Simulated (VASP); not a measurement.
Here is the system:

```yaml
crystal:
  lattice:
    - [3.19238, 0.00000, 0.00000]
    - [-1.59619, 2.76468, 0.00000]
    - [0.00000, 0.00000, 5.04504]
  atoms:
    - { symbol: Hf, position: [0.34088, 0.66158, 0.25378] }
    - { symbol: Hf, position: [0.65912, 0.33842, 0.74622] }
```

Method: LDA (Ceperley-Alder, Perdew-Zunger), VASP's LDA PAW potentials (set 64) (plane waves; VASP). Run with 300 eV cut-off, 11×11×6 Γ-centred mesh, Gaussian smearing of 0.27 eV, potentials Hf_pv.

At this cut-off the stress carries a Pulay error, which pulls relaxed volumes low. Unless said otherwise, spin-orbit coupling is left out, though it shifts the bands of the heavy elements here.

Problem. Predict the energy per atom (σ→0), pressure, largest force, band gap (on the k-mesh) with the smallest direct gap where there is one.

Solution. 
```yaml
band gap (on the k-mesh): none (metal, semimetal or under 0.01 eV)
energy per atom (σ→0): -10.656 eV/atom
pressure: -73.2 kbar
largest_force: 0.159 eV/Å
```

The absolute energy has meaning only against runs of the same code, potentials and settings.

The structure comes from a computed database's Hf entry; how it stands against other phases isn't given here. The cell was not relaxed at this level, atoms are displaced from their ideal sites.
